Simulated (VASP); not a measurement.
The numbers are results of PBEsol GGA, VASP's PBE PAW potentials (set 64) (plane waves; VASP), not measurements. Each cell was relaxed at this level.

**Question.** Which of these has an unstable (imaginary) mode at Γ?
A) ZnCdS2, P-4m2 (115)
B) CoAl, Pm-3m (221)
C) KCaF3, Pm-3m (221)
D) Tc, P6_3/mmc (194)

**Answer.** C, KCaF3, Pm-3m (221). Its optical Γ-point modes are 50i (×3), 50 (×3), 181 (×3), 427 (×3) cm⁻¹.
